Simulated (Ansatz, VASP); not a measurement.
# Zr2Al (a cell with a defect) in VASP and in Ansatz

```xyz
3
Lattice="1.6165 0.9333 7.7765 -1.6165 0.9333 7.7765 0.0000 -1.8666 7.7765" Properties=species:S:1:pos:R:3 pbc="T T T"
Al    0.0000    0.0000    0.0000
Zr    0.0000    0.0000    5.1191
Zr    0.0000    0.0000   18.2104
```

Alike in both runs: task single point; functional PBEsol; k mesh 9 × 9 × 9; occupations fermi-dirac, width 0.0816 eV; no spin polarisation.

```csv
,VASP,Ansatz
version,VASP 6.6.1,Ansatz 0.2.0
potentials or method,"VASP PAW PBE potentials, release 64 (Al, Zr_sv), cutoff 520 eV","all-electron LAPW, scalar-relativistic"
```

VASP gave:

- pressure (GPa): -8.1
- largest component of the traceless stress (GPa): 2.82
- rms of the force components (eV/Å): 0.372

Q: Estimate Ansatz's values.

A: Pressure (GPa): -8.2; largest component of the traceless stress (GPa): 2.83; rms of the force components (eV/Å): 0.372.

Atom by atom the forces differ by 0.000 eV/Å (rms over components). Ansatz ran all-electron here, so the differences hold the error of VASP's frozen core and of both bases.

Caveats: the PAW data sets were made with another functional, which shifts forces and pressure a little (VASP).
